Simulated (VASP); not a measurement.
## Zn: relaxation of cell and atoms with AM05

Zn:

```
Zn
1.0
     2.67000    0.00000    0.00000
    -1.33500    2.31229    0.00000
     0.00000    0.00000    4.96600
Zn
2
Direct
  0.33333 0.66667 0.25000
  0.66667 0.33333 0.75000
```

* Program: VASP 6.6.1
* Task: relaxation of cell and atoms
* Functional: AM05
* Potentials or basis: VASP PAW PBE potentials, release 64 (Zn)
* Cutoff: 600 eV
* k mesh: 18 × 18 × 8
* Occupations: methfessel-paxton, width 0.1 eV
* Spin: no spin polarisation
* Further INCAR settings: ALGO = Normal; EDIFF = 1e-06; IBRION = 2; EDIFFG = -0.01; NSW = 90; ISIF = 3

| Property | Result |
| --- | --- |
| Relaxed volume | 14.17 Å³/atom |
| Relaxed cell | a = 2.617 Å, b = 2.617 Å, c = 4.777 Å, α = 90.00°, β = 90.00°, γ = 120.00° |
| Space group after relaxing (to 0.05 Å) | P6_3/mmc (No. 194) |
| Energy gained by relaxing | 21.2 meV/atom |
| Ionic steps | 12 |
| Pressure after relaxing | 0.0 GPa |
| Band gap on the k mesh | none (metal or under the smearing width) |

Step by step:
```csv
step,energy change (eV),largest force (eV/Å),pressure (GPa),volume (Å³)
1,0.0000,0.0000,-5.57,30.66
2,-0.0411,0.0000,0.46,28.35
3,-0.0414,0.0000,-0.03,28.50
4,-0.0413,0.0000,-0.12,28.54
5,-0.0416,0.0000,-0.20,28.52
6,-0.0421,0.0000,-0.15,28.46
7,-0.0422,0.0000,-0.19,28.43
8,-0.0425,0.0000,-0.12,28.38
9,-0.0408,0.0000,-0.05,28.26
10,-0.0425,0.0000,-0.10,28.37
11,-0.0424,0.0000,0.21,28.27
12,-0.0425,0.0000,0.01,28.33
```

Final structure:
```xyz
2
Lattice="2.6171 0.0000 0.0000 -1.3086 2.2665 0.0000 0.0000 0.0000 4.7767" Properties=species:S:1:pos:R:3 pbc="T T T"
Zn    0.0000    1.5110    1.1942
Zn    1.3086    0.7555    3.5825
```

Levels at points of the mesh, in eV from the Fermi level:
```tsv
k point	band 10	band 11	band 12	band 13	band 14	band 15
(0.00, 0.00, 0.00)	-7.32	-7.32	-4.09	-2.88	14.76	17.90
(0.50, 0.00, 0.00)	-7.11	-3.28	-2.42	2.81	3.47	4.54
(0.00, 0.00, 0.50)	-7.42	-7.42	-7.42	5.03	5.03	19.33
(0.50, 0.00, 0.50)	-7.12	-2.26	-2.26	0.10	0.10	10.73
```

It took 4.6 min on 1 thread of Intel(R) Xeon(R) Platinum 8488C (Sapphire Rapids) (shared host), peak memory 0.24 GiB.

Caveat: the PAW data sets were made with another functional, which shifts forces and pressure a little.
